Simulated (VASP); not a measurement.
Input:

```
CELL_PARAMETERS angstrom
      1.72298     0.99476     2.81356
     -1.72298     0.99476     2.81356
      0.00000    -1.98952     2.81356
ATOMIC_POSITIONS crystal
  Be 0.87503 0.87503 0.87503
  S  0.12497 0.12497 0.12497
```

The numbers are results of r2SCAN meta-GGA, VASP's PBE PAW potentials (set 64) (plane waves; VASP), not measurements. Run with 400 eV cut-off, 10×10×10 Γ-centred mesh, tetrahedra with Blöchl corrections, potentials Be S.

**Question.** Give the energies of bands 2 to 7 at the high-symmetry points, in eV from the valence-band maximum.

**Answer.** 
```tsv
band	Γ	T	H2	L	S0	F
2	0.00	-5.87	-4.34	-5.87	-4.62	-5.12
3	0.00	-1.04	-3.91	-1.04	-4.16	-2.67
4	0.00	-1.04	-3.32	-1.04	-2.18	-2.66
5	6.26	6.05	6.95	6.05	4.91	3.60
6	6.26	7.14	8.70	7.14	8.22	5.39
7	6.26	7.14	9.23	7.14	11.26	13.75
```

The gap is indirect, 3.60 eV, from the valence maximum at Γ to the conduction minimum at F.

The structure was generated: BeS was put into the alpha-GeTe type (R3m), which need not be its known phase. It was relaxed first, which changed the volume by +28 %. The relaxed cell has space group F-43m.
